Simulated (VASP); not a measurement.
Here is the system:

```
N
1.0
   11.00000     0.00000     0.00000
    0.00000    11.50000     0.00000
    0.00000     0.00000    12.00000
N
2
Direct
  0.50000   0.50000   0.45417
  0.50000   0.50000   0.54583
```

The numbers are results of PBE GGA, VASP's PBE PAW potentials (set 64) (plane waves; VASP 6.6.1), not measurements. Run with PREC = Normal, EDIFF = 1E-5, 400 eV cut-off, 1×1×1 Γ-centred mesh, Gaussian smearing of 0.010 eV, potentials N.

At this cut-off the stress carries a Pulay error, which pulls relaxed volumes low.

Problem. The ions are relaxed. Give the cell that the relaxation ends in.

Solution. 
```
N
1.0
   11.00000     0.00000     0.00000
    0.00000    11.50000     0.00000
    0.00000     0.00000    12.00000
N
2
Direct
  0.50000   0.50000   0.45345
  0.50000   0.50000   0.54655
```

Problem. How much energy does the relaxation gain?

Solution. The energy (σ→0) changes by -11.7 meV/atom, in 5 ionic steps.

| step | E(σ→0) (eV) | max force (eV/Å) | pressure (GPa) | volume (Å³) |
|---|---|---|---|---|
| 1 | -16.6015 | 2.775 | -0.01 | 1518.00 |
| 2 | -14.0214 | 15.082 | -0.81 | 1518.00 |
| 3 | -16.5824 | 3.366 | -0.24 | 1518.00 |
| 4 | -16.6246 | 0.245 | -0.12 | 1518.00 |
| 5 | -16.6248 | 0.014 | -0.12 | 1518.00 |

The cell is a molecule in a box.
